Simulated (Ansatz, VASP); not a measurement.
# Ni (zigzag Ni chain) in two plane-wave programs, part 2 of 2

One calculation is typed for both programs; each brings its own data sets. How far apart do they land? The cell is taken from a series of runs on this material, whose earlier steps may have relaxed, scaled, displaced or heated it; both programs get it as it stands.

VASP 6.6.1 and Ansatz 0.2.0.

So far: Set-up; Ansatz: relaxation of the atoms, PBE, pair 1; VASP: relaxation of the atoms, PBE, pair 1; Side by side.

## 5. Ansatz: relaxation of the atoms, PBE, pair 2

Level of this step: Ansatz beside VASP: Kohn-Sham DFT, plane waves, PBE (Ansatz).

A relaxation sums small force errors into a geometry. Its start cell is another than that of the pair before, and may be another structure of the material.

The cell is taken from a series of runs on this material, whose earlier steps may have relaxed, scaled, displaced or heated it; both programs get it as it stands.

Contents of input.yaml:

```yaml
crystal:
  lattice:
    - [9.0, 0.0, 0.0]
    - [0.0, 7.5, 0.0]
    - [0.0, 0.0, 2.6075019066]
  atoms:
    - { symbol: Ni, position: [0.389108032, 0.5, 0.0], spin: 0.95 }
    - { symbol: Ni, position: [0.610891968, 0.5, 0.5], spin: 0.95 }
magnetization:
  spin_polarized: true
kpoints:
  mp_grid: { grid: [1, 1, 31] }
scf:
  occupations: { method: fermi_dirac, width: 0.05 }
hamiltonian:
  xc: pbe
relax:
  max_steps: 40
```

Command:

```
> ansatz run input.yaml --threads 4 --pin off --max-ram 8192MiB --backend cpu --events-out ev --progress --plain --runs-dir out
```

Numbers of over 12 decimals in the logs are rounded to 6 here.

The program printed:

```text
[...]
Crystal: 2 atoms, lattice volume = 176.006 Å³
Basis set: ecut = 420 eV, 3451 PW (Γ), exchange–correlation on 128×108×36 points (8 copies of the dense FFT grid, shifted against one another)
Bands: 23, of which v1, the nominal top of the filled ones, is band 18 counted from 1 (17 counted from 0)
Symmetry: 8 space group operations
[...]
k-points: 16 of 31
[...]
--- Forces (eV/Å), atoms counted from 1 ---
  atom   1  Ni    -0.00060308     0.00000000     0.00000000
  atom   2  Ni     0.00060308     0.00000000     0.00000000
  max |Σ_I F_I| component: 0.00e0 eV/Å
--- Relaxed structure (6 steps of the walk, 6 accepted, 0 SCFs on fresh bases) ---
  F+E_penalty+E_count = -11675.15015169 eV   max|allowed force component| = 6.031e-4 eV/Å
  atoms:
    - { symbol: Ni, position: [0.397830, 0.5, 0.0] }
    - { symbol: Ni, position: [0.602170, 0.5, 0.5] }
[key lines of the parts left out:]
SCF converged after 6 iterations
Magnetization: 2.0145 μB (19.0072 up, 16.9928 down)
Free energy (F): -11675.150152 eV
Fermi energy:    -1.495469 eV
```

## 6. VASP: relaxation of the atoms, PBE, pair 2

The same cell, functional, mesh and smearing now go to VASP, with its own data sets.

Contents of INCAR:

```
SYSTEM = Ni
PREC = Accurate
ENCUT = 520
EDIFF = 1E-07
NELM = 200
ISMEAR = -1
SIGMA = 0.05
LREAL = .FALSE.
ALGO = Normal
GGA = PE
NBANDS = 19
ISPIN = 2
MAGMOM = 0.95 0.95
LASPH = .TRUE.
LMAXMIX = 4
LORBIT = 11
LWAVE = .FALSE.
LCHARG = .FALSE.
ISIF = 2
IBRION = 2
NSW = 80
EDIFFG = -0.01
GGA_COMPAT = .FALSE.
NELMIN = 4
KPAR = 2
```

Contents of POSCAR:

```
Ni
1.0
    9.0000000000      0.0000000000      0.0000000000
    0.0000000000      7.5000000000      0.0000000000
    0.0000000000      0.0000000000      2.6075019066
Ni
2
Direct
    0.3891080000      0.5000000000      0.0000000000
    0.6108920000      0.5000000000      0.5000000000
```

Contents of KPOINTS:

```
Automatic mesh
0
Gamma
1 1 31
0 0 0
```

Potentials, in the order of the species: Ni (PBE family, release 64).

Command:

```
> mpirun -np 2 vasp_std
```

The program printed:

```text
[... set-up lines as in an earlier step ...]
 entering main loop
       N       E                     dE             d eps       ncg     rms          rms(c)
DAV:   1     0.946448431628E+02    0.94645E+02   -0.69658E+03  1216   0.815E+02
DAV:   2    -0.420144200783E+01   -0.98846E+02   -0.90348E+02  1246   0.187E+02
DAV:   3    -0.746361948401E+01   -0.32622E+01   -0.32205E+01  1389   0.443E+01
DAV:   4    -0.749827802468E+01   -0.34659E-01   -0.34645E-01  1493   0.521E+00
[...]
DAV:  22    -0.662056843259E+01   -0.84446E-06   -0.55145E-07  1312   0.706E-03    0.117E-03
DAV:  23    -0.662056855396E+01   -0.12137E-06   -0.15544E-07  1225   0.394E-03    0.648E-04
DAV:  24    -0.662056851814E+01    0.35824E-07   -0.35947E-08  1006   0.180E-03
   1 F= -.66205685E+01 E0= -.65928221E+01  d E =-.662057E+01  mag=     1.9161
[...]
2 F= -.66801364E+01 E0= -.66530998E+01  d E =-.595679E-01  mag=     1.9345
[...]
3 F= -.66977981E+01 E0= -.66725446E+01  d E =-.772296E-01  mag=     1.9618
[...]
4 F= -.66978087E+01 E0= -.66724655E+01  d E =-.772401E-01  mag=     1.9605
[...]
reached required accuracy - stopping structural energy minimisation
```

From OUTCAR (step 6):

```text
  Total        0.0141132     -0.1333409     -3.2268024      0.0000000      0.0000000      0.0000000
  in kB        0.1284717     -1.2137954    -29.3734222      0.0000000      0.0000000      0.0000000
  external PRESSURE =     -10.1529153 kB  Pullay stress =       0.0000000 kB

 POSITION                                       TOTAL-FORCE (eV/Angst)
 -----------------------------------------------------------------------------------
      3.57939      3.75000      0.00000         0.008423      0.000000      0.000000
      5.42061      3.75000      1.30375        -0.008423      0.000000      0.000000
 -----------------------------------------------------------------------------------
    total drift:                                0.000000      0.000000     -0.000000

  FREE ENERGIE OF THE ION-ELECTRON SYSTEM (eV)
  ---------------------------------------------------
  free  energy   TOTEN  =        -6.6978086583 eV

  energy  without entropy=       -6.6471223140  energy(sigma->0) =       -6.67246549

 magnetization (x)
# of ion       s       p       d       tot
------------------------------------------
    1        0.012  -0.003   0.926   0.934
    2        0.012  -0.003   0.926   0.934
--------------------------------------------------
tot          0.024  -0.007   1.852   1.868

[... 1 part as in an earlier step ...]

[... 3 further parts left out ...]
[key lines of the parts left out:]
E-fermi :  -2.5675
```

## 7. Comparison

What differs besides the data sets and the points named for the pairs above, as far as they apply: the data sets hold 36 valence electrons in Ansatz (on its default PAW (the set named soft_2) files) and 20 in VASP. Total energies have different zeros and are not compared.

Both answers:

```tsv
quantity	Ansatz	VASP	difference
volume (Å³)	176.01	176.01	+0.00 %
edge a after relaxation, in the typed setting (Å)	9.000	9.000	+0.00 %
edge b after relaxation, in the typed setting (Å)	7.500	7.500	+0.00 %
edge c after relaxation, in the typed setting (Å)	2.607	2.607	+0.00 %
total moment (μB)	2.01	1.96	+0.05
moment on Ni1 (μB)	0.95	0.93	+0.02
moment on Ni2 (μB)	0.95	0.93	+0.02
```

## 8. Outcome

```
difference in total moment (relaxation of the atoms, PBE, pair 1) : 0.038 μB
difference in total moment (relaxation of the atoms, PBE, pair 2) : 0.054 μB
```

The difference in total moment is 0.038 μB (relaxation of the atoms, PBE, pair 1). The data sets hold unlike numbers of valence electrons (36 in Ansatz and 20 in VASP), so part of the differences comes from the potentials. How closely two codes agree says nothing of how well the functional describes the real material.

[Lines on the potential files, build, host, timing and source positions are cut from VASP's logs without a mark.]

[Logs are printed without paths, hosts, clocks, repeated set-up lines and the standing remarks that a program may print on its own settings, such as how far it seeks lower states.]

[Hosts, paths, dates, database ids (printed as entryN), source tags and the programs' standing remarks are cut or masked in the printed files.]
